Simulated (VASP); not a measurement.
Consider the following.

```yaml
crystal:
  lattice:
    - [0.00000, 2.41909, 2.41909]
    - [2.41909, 0.00000, 2.41909]
    - [2.41909, 2.41909, 0.00000]
  atoms:
    - { symbol: Tm, position: [0.00000, 0.00000, 0.00000] }
```

These are PBEsol GGA, VASP's PBE PAW potentials (set 64) (plane waves; VASP) values and carry that method's errors. Settings: 400 eV cut-off, 12×12×12 Γ-centred mesh, first-order Methfessel-Paxton smearing of 0.10 eV, potentials Tm_3.

The 4f electrons are frozen in the core of the lanthanide potential, so 4f levels, which can set the real gap, and their magnetism are missing.

Question: Estimate the energy per atom (σ→0), band gap (on the k-mesh) with the smallest direct gap where there is one.

Answer: 
| Property | Result |
|---|---|
| band gap (on the k-mesh) | none (metal, semimetal or under 0.01 eV) |
| energy per atom (σ→0) | -470.2 kJ/mol of atoms |

Total energies compare only between runs with the same potentials, cut-off and functional.

The structure was generated: Tm was put into the fcc type (Fm-3m), which need not be its known phase. It was relaxed first, which changed the volume by -6 %. The start is the result of an earlier pass.
